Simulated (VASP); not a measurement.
# GW on AlN

Aim: the quasiparticle gap of AlN, and what it costs to get it. The cell is of the zinc-blende type, one of the forms listed for this formula. The start is a computed cell from the Materials Project.

Method: PBE; plane waves and PAW (Al_GW, N_GW), in the first sound run; inputs show where later runs differ, in VASP 6.6.1.

This is a report of a sequence of runs, with most program output left out.

## Step 1: Starting point

Symmetry: F-43m, No. 216, cubic system. Conventional cell: a = 4.368 Å, b = 4.368 Å, c = 4.368 Å, α = 90.00°, β = 90.00°, γ = 90.00°. Al has 4 N at 1.89 Å nearest. Nearest to N lie 4 Al at 1.89 Å. Farther neighbours and most contacts between anions are not listed.

## Step 2: Empty bands, functional PBE

ALGO = Exact makes the empty bands from the converged ground state in one step. LOPTICS writes the k-derivatives of the orbitals (WAVEDER), which give the long-wavelength limit of the screening.

The input, INCAR:

```
SYSTEM = AlN
PREC = Accurate
ENCUT = 450
ISMEAR = 0
SIGMA = 0.01
LREAL = .FALSE.
GGA = PE
NBANDS = 136
ALGO = Exact
NELM = 1
LWAVE = .TRUE.
LCHARG = .FALSE.
LOPTICS = .TRUE.
NEDOS = 1000
CSHIFT = 0.1
```

The input, POSCAR:

```
AlN
1.0
    0.0000000000      2.1839935596      2.1839935596
    2.1839935596      0.0000000000      2.1839935596
    2.1839935596      2.1839935596      0.0000000000
Al N
1 1
Direct
    0.0000000000      0.0000000000      0.0000000000
    0.2500000000      0.2500000000      0.2500000000
```

The input, KPOINTS:

```
Automatic mesh
0
Gamma
4 4 4
0 0 0
```

The projector-augmented-wave data sets are Al_GW and N_GW (PBE family, release 64).

Run with:

```
mpirun -np 8 vasp_std
```

It took 2.6 s on 8 MPI ranks of Intel Xeon Platinum 8259CL at 2.50GHz (Skylake/Cascade Lake), shared host; peak memory 0.92 GiB; 13 s of CPU time.

The gap is read on the k-mesh alone, so it is an upper bound where the band edges lie off the mesh.

A gap read on the k-mesh alone can miss the band edges.

This step gave:

- gap on the k-mesh: 3.290 eV
- least direct gap on the k-mesh: 4.175 eV

WAVECAR now holds 136 bands for 8 electrons. Its independent-particle dielectric tensor has xx, yy, zz = 5.4, 5.4, 5.4 on this mesh, which isn't tested for convergence in mesh or bands and lacks local fields.

## Step 3: evGW0

This step: evGW0 on PBE; plane waves and PAW (Al_GW, N_GW) (VASP 6.6.1).

The lowest NBANDSGW levels in G are updated for four passes while W stays fixed, so the result depends less on the starting levels.

The input, INCAR:

```
SYSTEM = AlN
PREC = Accurate
ENCUT = 450
ISMEAR = 0
SIGMA = 0.01
LREAL = .FALSE.
GGA = PE
NBANDS = 136
ALGO = EVGW0
NELMGW = 4
ENCUTGW = 200
NOMEGA = 64
PRECFOCK = Fast
NBANDSGW = 16
LWAVE = .FALSE.
LCHARG = .FALSE.
```

POSCAR is that of step 2.

KPOINTS is that of step 2.

Run with:

```
mpirun -np 8 vasp_std
```

Elapsed: 65 s, on 8 MPI ranks; peak memory 1.2 GiB; 6.8 min of CPU time.

Numbers from this step:

```
quasiparticle gap on the mesh                 : 4.967 eV
smallest direct quasiparticle gap on the mesh : 6.121 eV
gap of the starting orbitals on the mesh      : 3.290 eV
```

QP gap by iteration, by row:

| iteration | gap (eV) | direct gap (eV) |
| --- | --- | --- |
| 1 | 4.673 | 5.811 |
| 2 | 4.915 | 6.07 |
| 3 | 4.959 | 6.113 |
| 4 | 4.967 | 6.121 |

GW takes the gap from 3.290 to 4.967 eV. The last pass still moved it by +8 meV. The value holds for 136 bands, ENCUTGW = 200 eV and this mesh, and isn't shown to be converged in them.

## Step 4: evGW

This step: evGW on PBE; plane waves and PAW (Al_GW, N_GW) (VASP 6.6.1).

The levels are updated in both G and W; wider gaps weaken the screening and open the gap further.

INCAR: that of step 3 with these lines changed.

```diff
@@ -8,3 +8,3 @@
 NBANDS = 136
-ALGO = EVGW0
+ALGO = EVGW
 NELMGW = 4
```

POSCAR is that of step 3.

KPOINTS is that of step 3.

Run with:

```
mpirun -np 8 vasp_std
```

Elapsed: 64 s, on 8 MPI ranks; peak memory 1.2 GiB; 6.7 min of CPU time.

Numbers from this step:

* quasiparticle gap on the mesh: 5.409 eV
* smallest direct quasiparticle gap on the mesh: 6.574 eV

QP gap by iteration, by row:

| iteration | gap (eV) | direct gap (eV) |
| --- | --- | --- |
| 1 | 4.673 | 5.811 |
| 2 | 5.189 | 6.351 |
| 3 | 5.356 | 6.52 |
| 4 | 5.41 | 6.574 |

GW takes the gap from 3.290 to 5.409 eV. That is +443 meV against evGW0 on PBE. The last pass still moved it by +53 meV. The value holds for 136 bands, ENCUTGW = 200 eV and this mesh, and isn't shown to be converged in them.

## Step 5: QPGW0

This step: QPGW0 on PBE; plane waves and PAW (Al_GW, N_GW) (VASP 6.6.1).

Here the orbitals are updated too, by diagonalising a Hermitian self-energy in the bands up to NBANDSGW.

INCAR: that of step 4 with these lines changed.

```diff
@@ -8,3 +8,3 @@
 NBANDS = 136
-ALGO = EVGW
+ALGO = QPGW0
 NELMGW = 4
@@ -13,3 +13,3 @@
 PRECFOCK = Fast
-NBANDSGW = 16
+NBANDSGW = 24
 LWAVE = .FALSE.
```

POSCAR is that of step 4.

KPOINTS is that of step 4.

Run with:

```
mpirun -np 8 vasp_std
```

Wall time 3.8 min (8 MPI ranks); peak memory 1.5 GiB; 24 min of CPU time.

Numbers from this step:

| Property | Result |
| --- | --- |
| quasiparticle gap on the mesh | 5.338 eV |
| smallest direct quasiparticle gap on the mesh | 6.295 eV |

QP gap by iteration, by row:

| iteration | gap (eV) | direct gap (eV) |
| --- | --- | --- |
| 1 | 4.689 | 5.716 |
| 2 | 5.033 | 6.048 |
| 3 | 5.24 | 6.202 |
| 4 | 5.338 | 6.295 |

GW takes the gap from 3.290 to 5.338 eV. That is +371 meV against evGW0 on PBE. The last pass still moved it by +98 meV. The value holds for 136 bands, ENCUTGW = 200 eV and this mesh, and isn't shown to be converged in them.

## Step 6: Orbitals for another starting point

This step: PBE; plane waves and PAW (Al_GW, N_GW) (VASP 6.6.1).

A hybrid converges faster from good orbitals, so a cheap PBE run writes WAVECAR first.

The input, INCAR:

```
SYSTEM = AlN
PREC = Accurate
ENCUT = 450
EDIFF = 1E-05
NELM = 100
ISMEAR = 0
SIGMA = 0.01
LREAL = .FALSE.
ALGO = Normal
GGA = PE
NBANDS = 10
LORBIT = 11
LWAVE = .TRUE.
LCHARG = .FALSE.
KPAR = 8
```

POSCAR is that of step 5.

KPOINTS is that of step 5.

Run with:

```
mpirun -np 8 vasp_std
```

Elapsed: 2.4 s, on 8 MPI ranks; peak memory 1 GiB.

Numbers from this step:

- free energy (TOTEN): -14.83 eV
- Fermi energy: 5.028 eV
- pressure: 2.434 GPa

The run ends at a pressure of 2.43 GPa.

## Step 7: Another starting point

This step: HSE06; plane waves and PAW (Al_GW, N_GW) (VASP 6.6.1).

To see how much the result owes to its start, the ground state is made again with HSE06. EDIFF is tight for accurate orbitals, and a narrow smearing avoids fractional occupations.

The input, INCAR:

```
SYSTEM = AlN
PREC = Accurate
ENCUT = 450
EDIFF = 1E-08
NELM = 100
ISMEAR = 0
SIGMA = 0.01
LREAL = .FALSE.
ALGO = Normal
LHFCALC = .TRUE.
AEXX = 0.25
GGA = PE
HFSCREEN = 0.2
LASPH = .TRUE.
NBANDS = 10
PRECFOCK = Fast
LORBIT = 11
LWAVE = .TRUE.
LCHARG = .FALSE.
KPAR = 8
```

POSCAR is that of step 6.

KPOINTS is that of step 6.

The run starts from files that an earlier step left in the folder.

Run with:

```
mpirun -np 8 vasp_std
```

The job ended after 27 s (8 MPI ranks; peak memory 1.7 GiB).

The k-mesh is coarse for exact exchange; levels may shift by about 0.1 eV on a finer one. The PAW data sets were made with PBE, which is usual practice but a small mismatch for other functionals.

This step gave:

| Property | Result |
| --- | --- |
| free energy (TOTEN) | -17.40 eV |
| Fermi energy | 4.090 eV |
| gap on the k-mesh | 4.567 eV |
| least direct gap on the k-mesh | 5.596 eV |

## Step 8: Empty bands, functional HSE06

The input, INCAR:

```
SYSTEM = AlN
PREC = Accurate
ENCUT = 450
ISMEAR = 0
SIGMA = 0.01
LREAL = .FALSE.
LHFCALC = .TRUE.
AEXX = 0.25
GGA = PE
HFSCREEN = 0.2
LASPH = .TRUE.
NBANDS = 136
PRECFOCK = Fast
ALGO = Exact
NELM = 1
LWAVE = .TRUE.
LCHARG = .FALSE.
LOPTICS = .TRUE.
NEDOS = 1000
CSHIFT = 0.1
```

POSCAR is that of step 7.

KPOINTS is that of step 7.

The WAVECAR or CHGCAR of an earlier step is read.

Run with:

```
mpirun -np 8 vasp_std
```

The job ended after 54 s (8 MPI ranks; peak memory 1.8 GiB).

## Step 9: G0W0

This step: G0W0 on HSE06; plane waves and PAW (Al_GW, N_GW) (VASP 6.6.1).

G0W0 keeps orbitals and screening fixed and shifts each of the lowest NBANDSGW levels once.

The input, INCAR:

```
SYSTEM = AlN
PREC = Accurate
ENCUT = 450
ISMEAR = 0
SIGMA = 0.01
LREAL = .FALSE.
LHFCALC = .TRUE.
AEXX = 0.25
GGA = PE
HFSCREEN = 0.2
LASPH = .TRUE.
NBANDS = 136
PRECFOCK = Fast
ALGO = EVGW0
NELMGW = 1
ENCUTGW = 200
NOMEGA = 64
NBANDSGW = 16
LWAVE = .FALSE.
LCHARG = .FALSE.
```

POSCAR is that of step 8.

KPOINTS is that of step 8.

The run starts from files that an earlier step left in the folder.

Run with:

```
mpirun -np 8 vasp_std
```

Elapsed: 14 s, on 8 MPI ranks; peak memory 1.9 GiB.

Numbers from this step:

```yaml
quasiparticle_gap_on_the_mesh: 5.321 eV
smallest_direct_quasiparticle_gap_on_the_mesh: 6.487 eV
gap_of_the_starting_orbitals_on_the_mesh: 4.567 eV
```

GW takes the gap from 4.567 to 5.321 eV. That is +647 meV against the one-shot pass on PBE. The value holds for 136 bands, ENCUTGW = 200 eV and this mesh, and isn't shown to be converged in them.

## Step 10: Summary

This step: GW series: evGW0 on PBE, evGW on PBE, QPGW0 on PBE, G0W0 on HSE06; plane waves and PAW (VASP 6.6.1).

This step runs nothing: it gathers the runs above.

Cost is wall time times ranks on a shared host, with the step that makes the empty bands. GW runs:

| level | bands | ENCUTGW (eV) | NOMEGA | k mesh | starting gap (eV) | quasiparticle gap (eV) | direct gap (eV) | cost (core minutes) |
| --- | --- | --- | --- | --- | --- | --- | --- | --- |
| evGW0 on PBE | 136 | 200 | 64 | 4x4x4 | 3.29 | 4.967 | 6.121 | 9.01 |
| evGW on PBE | 136 | 200 | 64 | 4x4x4 | 3.29 | 5.41 | 6.574 | 8.88 |
| QPGW0 on PBE | 136 | 200 | 64 | 4x4x4 | 3.29 | 5.338 | 6.295 | 31.03 |
| G0W0 on HSE06 | 136 | 200 | 64 | 4x4x4 | 4.567 | 5.321 | 6.487 | 9.07 |

## Step 11: What came out

```json
{"evGW0 on PBE, 136 bands, ENCUTGW 200 eV, NOMEGA 64, mesh 4×4×4": "3.290 → 4.967 eV", "evGW on PBE, 136 bands, ENCUTGW 200 eV, NOMEGA 64, mesh 4×4×4": "3.290 → 5.409 eV", "QPGW0 on PBE, 136 bands, ENCUTGW 200 eV, NOMEGA 64, mesh 4×4×4": "3.290 → 5.338 eV", "G0W0 on HSE06, 136 bands, ENCUTGW 200 eV, NOMEGA 64, mesh 4×4×4": "4.567 → 5.321 eV"}
```

**Reading.** evGW0 gives a quasiparticle gap of 4.967 eV on the mesh, 1.68 eV over the PBE gap on the same mesh. Over the final values of the levels run here the gap spans 4.97 to 5.41 eV. In evGW0 the first pass, which is the one-shot result, gives 4.673 eV and pass 4 gives 4.967 eV; the last pass changed the gap by +8 meV, so the loop is converged. In evGW the first pass, which is the one-shot result, gives 4.673 eV and pass 4 gives 5.410 eV; the last pass changed the gap by +53 meV, so more passes would move it further. In QPGW0 the first pass gives 4.689 eV and pass 4 gives 5.338 eV; the last pass changed the gap by +98 meV, so more passes would move it further. One-shot gaps: 4.673 eV from PBE and 5.321 eV from HSE06. The starting gaps span 1.28 eV and the one-shot gaps 0.65 eV. Bands, response cutoff and mesh weren't tested for convergence, and band edges off the mesh aren't seen. On a mesh this coarse the value is a test of cost more than a converged gap. Not tabulated here, as repeats of values shown or as unfit to read for their mesh, reference level or band range: eps2 curves (empty bands); eps1 curves and static values (empty bands); gaps (empty bands).

[Lines on the potential files, build, host, timing and source positions are cut from VASP's logs without a mark.]

[Logs are printed without paths, hosts, clocks, repeated set-up lines and the standing remarks that a program may print on its own settings, such as how far it seeks lower states.]

[Hosts, paths, dates, database ids (printed as entryN), source tags and the programs' standing remarks are cut or masked in the printed files.]

[Pressures printed for these runs are not shown converged in the cutoff: they can be off by several GPa and have the wrong sign.]
